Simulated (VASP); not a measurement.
A run of VASP 6.6.1 is set up as follows.

The input INCAR:

```
SYSTEM = Ir
PREC = Accurate
ENCUT = 520
EDIFF = 1E-7
ISMEAR = 0
SIGMA = 0.1
LREAL = .FALSE.
LASPH = .TRUE.
NELM = 80
ALGO = Fast
ISIF = 2
LWAVE = .FALSE.
LCHARG = .FALSE.
LNONCOLLINEAR = .TRUE.
MAGMOM = 0 0 0
LORBIT = 11
LSORBIT = .TRUE.
GGA_COMPAT = .FALSE.
LMAXMIX = 4
GGA = PS
NBANDS = 20
```

KPOINTS

```
Automatic mesh
0
G
  18 18 18
  0 0 0
```

Contents of POSCAR:

```
Ir
1.0
    0.0000000000      1.9169000000      1.9169000000
    1.9169000000      0.0000000000      1.9169000000
    1.9169000000      1.9169000000      0.0000000000
Ir
1
Direct
    0.0000000000      0.0000000000      0.0000000000
```

Potentials or basis: VASP PAW PBE potentials, release 64 (Ir).

The run is started by

```bash
$ cat potpaw_PBE.64/Ir/POTCAR > POTCAR
$ mpirun -np 1 vasp_ncl > vasp.out
```

Q: What does it give for the pressure?

A: 0.9 GPa.

Q: Predict the net moment.

A: 0.00 μB per cell.

Moments on the atoms (μB; x, y, z):
```
Ir  0.00 0.00 0.00
```

Caveat: the PAW data sets were made with another functional, which shifts forces and pressure a little.
